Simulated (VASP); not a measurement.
VASP input:

**POSCAR**
```
BeS
1
    3.1293407905     0.0000000000     0.0000000000
   -1.5646703952     2.7100891435     0.0000000000
    0.0000000000     0.0000000000     4.9790143754
Be S
2 2
Direct
  0.0000000000   0.0000000000   0.0000000000
  0.0000000000   0.0000000000   0.5000000000
  0.3333330000   0.6666670000   0.2500000000
  0.6666670000   0.3333330000   0.7500000000
```

### KPOINTS
```
Automatic mesh
0
Gamma
8 8 5
0 0 0
```

### INCAR
```
GGA = PS   ! PBEsol
ENCUT = 500   ! plane-wave cut-off (eV)
IBRION = 2   ! conjugate gradients
ISIF = 3
PREC = Accurate
LASPH = .TRUE.   ! aspherical one-centre terms
SYSTEM = BeS
EDIFFG = -0.02
ISMEAR = 0
LWAVE = .FALSE.
NSW = 40   ! most ionic steps
LCHARG = .FALSE.
LREAL = .FALSE.   ! projection in real space or not
ALGO = Normal
EDIFF = 1E-6   ! SCF stop (eV)
NELM = 100   ! most electronic steps
SIGMA = 0.05   ! width (eV)
PSTRESS = 300   ! kbar
```

POTCAR, in this order: Be S (PBE.64 set). Program: vasp_std.

Write an equivalent input for Ansatz.

One equivalent input (not run):
Ansatz 0.2 input:
```yaml
crystal:
  lattice:
    - [3.1293408, 0.0000000, 0.0000000]
    - [-1.5646704, 2.7100891, 0.0000000]
    - [0.0000000, 0.0000000, 4.9790144]
  atoms:
    - { symbol: Be, position: [0.0000000, 0.0000000, 0.0000000] }
    - { symbol: Be, position: [0.0000000, 0.0000000, 0.5000000] }
    - { symbol: S, position: [0.3333330, 0.6666670, 0.2500000] }
    - { symbol: S, position: [0.6666670, 0.3333330, 0.7500000] }
kpoints:
  mp_grid: { grid: [8, 8, 5] }
hamiltonian:
  xc: pbesol
  pseudopotentials: { kind: paw }
scf:
  occupations: { method: gaussian, width: 0.05 }
  max_iter: 100
relax:
  max_steps: 40
  f_tol: 0.02
  cell: { p_target: 30 }
output: { forces: true, stress: true, eigenvalues: true }
```
What does not carry over: each code has its own PAW files, so the cut-off isn't converted (ENCUT is set for VASP's; basis.ecutwfc is left out, and Ansatz then takes the one that its files recommend); Ansatz stops its SCF on the density residual and VASP on the energy change (EDIFF).

The structure was generated: BeS was put into the NiAs type type (P6_3/mmc), which need not be its known phase. This run relaxes it under an external pressure of 30 GPa. Symmetry was kept, so distortions that lower it aren't found.
